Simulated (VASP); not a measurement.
Here is the system:

Space group Fm-3m (No. 225); a = 6.4947 Å, b = 6.4947 Å, c = 6.4947 Å, α = 90.00°, β = 90.00°, γ = 90.00°

| atom | site | symmetry | x | y | z |
|---|---|---|---|---|---|
| Te | 4b | m-3m | 0.5000 | 0.5000 | 0.5000 |
| Pb | 4a | m-3m | 0.0000 | 0.0000 | 0.0000 |
(The calculation used a cell of 2 atoms; values per cell refer to that cell.)

Computed with SCAN meta-GGA, VASP's PBE PAW potentials (set 64) (plane waves; VASP 6.6.1). Run with 520 eV cut-off, 7×7×7 Γ-centred mesh, Gaussian smearing of 0.050 eV, potentials Te Pb_d.

Q: Give the energy at these volumes per atom, relative to the lowest: 32.17, 33.20, 34.23, 35.25, 36.28 Å³.

A: 18.2, 4.3, 0.0, 3.6, 14.1 meV/atom. A third-order Birch-Murnaghan fit gives B0 = 41.5 GPa and B0′ = 4.6.

Measured: bulk modulus 39.8 GPa at 300 K (computed value off by +4.2 %), as given by Kerstin Hummer et al., Physical Review B (2007), doi:10.1103/physrevb.75.195211; a 6.438 Å at 120 K (computed value off by +0.9 %), as given by Noda, Masumoto, Ohba, Saito, Toriumi, Iwata, Shibuya, Acta Cryst. C 43, 1443 (1987), by a structure database's card. The calculation is for a static lattice, while the measured bulk modulus, a hold thermal and zero-point effects, which are part of the difference.

The compound is PbTe in the rock salt structure. It was relaxed first.
